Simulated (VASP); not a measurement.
VASP ran on this input.

### POSCAR
```
Pd
1
    0.0000000000     1.9824177138     1.9824177138
    1.9824177138     0.0000000000     1.9824177138
    1.9824177138     1.9824177138     0.0000000000
Pd
1
Direct
  0.0000000000   0.0000000000   0.0000000000
```

File KPOINTS:
```
Automatic mesh
0
Gamma
16 16 16
0 0 0
```

**INCAR**
```
ALGO=Normal
EDIFF=1E-7
ENCUT=520
GGA=PE
ISIF=2
ISMEAR=1
IVDW=12
LASPH=.TRUE.
LCHARG=.FALSE.
LMAXMIX=4
LREAL=.FALSE.
LWAVE=.FALSE.
NELM=100
PREC=Accurate
SIGMA=0.1
SYSTEM=Pd
```

POTCAR, in this order: Pd (PBE.64 set). Program: vasp_std.

**Question.** Translate this PBE-D3(BJ) calculation to Ansatz.

**Answer.** One equivalent input (not run):
Ansatz 0.2 input:
```yaml
crystal:
  lattice:
    - [0.0000000, 1.9824177, 1.9824177]
    - [1.9824177, 0.0000000, 1.9824177]
    - [1.9824177, 1.9824177, 0.0000000]
  atoms:
    - { symbol: Pd, position: [0.0000000, 0.0000000, 0.0000000] }
kpoints:
  mp_grid: { grid: [16, 16, 16] }
hamiltonian:
  xc: pbe
  dispersion: d3bj
  pseudopotentials: { kind: paw }
scf:
  occupations: { method: methfessel_paxton, width: 0.1 }
  max_iter: 100
output: { forces: true, stress: true, eigenvalues: true }
```
What does not carry over: each code has its own PAW files, so the cut-off isn't converted (ENCUT is set for VASP's; basis.ecutwfc is left out, and Ansatz then takes the one that its files recommend); Ansatz stops its SCF on the density residual and VASP on the energy change (EDIFF).

The compound is Pd in the fcc structure. This cell is one point of a volume scan, at 1.06 of the reference volume.
